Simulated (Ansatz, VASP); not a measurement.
## One calculation of GaF, two programs

The input INCAR:

```
SYSTEM = GaF
PREC = Accurate
ENCUT = 520
EDIFF = 1E-8
ISMEAR = -1
SIGMA = 0.05
LREAL = .False.
LASPH = .True.
NELM = 80
ALGO = Fast
ISIF = 2
LWAVE = .False.
LCHARG = .False.
LEPSILON = .True.
IBRION = 8
```

File KPOINTS:

```
Automatic mesh
0
Gamma
  8 8 8
  0 0 0
```

File POSCAR:

```
GaF
1.0
    3.1659200000      0.0000000000      0.0000000000
    0.0000000000      3.1659200000      0.0000000000
    0.0000000000      0.0000000000      3.1659200000
Ga F
1 1
Direct
    0.0000000000      0.0000000000      0.0000000000
    0.5000000000      0.5000000000      0.5000000000
```

File input.yaml:

```yaml
crystal:
  lattice:
    - [3.16592, 0.0, 0.0]
    - [0.0, 3.16592, 0.0]
    - [0.0, 0.0, 3.16592]
  atoms:
    - { symbol: Ga, position: [0.0, 0.0, 0.0] }
    - { symbol: F, position: [0.5, 0.5, 0.5] }
hamiltonian:
  xc: lda
  pseudopotentials: { kind: paw }
kpoints:
  mp_grid: { grid: [8, 8, 8] }
scf:
  occupations: { method: fixed }
output:
  eigenvalues: true
dielectric:
  method: response
```

The cell was built by a generator and needn't be a form met in nature.

Alike in both runs: task Born charges and dielectric tensor; functional LDA; k mesh 8 × 8 × 8; no spin polarisation.

|  | VASP | Ansatz |
| --- | --- | --- |
| version | VASP 6.6.1 | Ansatz 0.2.0 |
| potentials or method | VASP PAW LDA potentials, release 64 (Ga_d, F) | Ansatz PAW |
| plane-wave cutoff (eV) | 520 | 420 |
| occupations | fermi-dirac, width 0.05 eV | fixed |
| valence electrons in the cell | 20 | 20 |

```csv
,VASP,Ansatz,Ansatz less VASP
gap on the k mesh at the Fermi level (eV),0.32,0.36,+0.035
least direct gap on the mesh (eV),1.05,1.08,+0.024
mean electronic dielectric constant,8.83,7.45,-1.384
mean Born charge of the atom that differs most (e),2.13,2.16,+0.037
```

Caveats: the gap is small at this level, which inflates the dielectric constant; some modes are imaginary (VASP). A k mesh can miss the band edges.
